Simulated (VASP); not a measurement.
The cell holds one NiAl (CsCl type) (110) slab, with vacuum along c, ions free to move until forces fall under 0.03 eV/Å, no reconstruction beyond this cell, dipole correction on.

Data:

```yaml
crystal:
  lattice:
    - [2.86437, 0.00000, 0.00000]
    - [0.00000, 4.05083, 0.00000]
    - [0.00000, 0.00000, 24.99403]
  atoms:
    - { symbol: Al, position: [0.50000, 0.00000, 0.33492] }
    - { symbol: Al, position: [0.50000, 0.50000, 0.41856] }
    - { symbol: Al, position: [0.50000, 0.00000, 0.50000] }
    - { symbol: Al, position: [0.50000, 0.50000, 0.58144] }
    - { symbol: Al, position: [0.50000, 0.00000, 0.66508] }
    - { symbol: Ni, position: [0.00000, 0.50000, 0.34206] }
    - { symbol: Ni, position: [0.00000, 0.00000, 0.41997] }
    - { symbol: Ni, position: [0.00000, 0.50000, 0.50000] }
    - { symbol: Ni, position: [0.00000, 0.00000, 0.58003] }
    - { symbol: Ni, position: [0.00000, 0.50000, 0.65794] }
```

Computed with PBEsol GGA, VASP's PBE PAW potentials (set 64) (plane waves; VASP 6.6.1). Settings: 400 eV cut-off, 10×7×1 Γ-centred mesh, first-order Methfessel-Paxton smearing of 0.10 eV, potentials Al Ni.

Slab and bulk use different k-meshes, so the surface energy is good to a few per cent at best.

Problem. Predict its surface energy, work function, band gap (on the k-mesh).

Solution. 
```json
{
 "surface_energy": "1.82 J/m²",
 "work_function": "4.84 eV",
 "band gap (on the k-mesh)": "none (metal, semimetal or under 0.01 eV)"
}
```

The cell is a thin slab with vacuum, built from NiAl (CsCl type): (110) face. The run is not spin-polarised, so no magnetic state was tried.
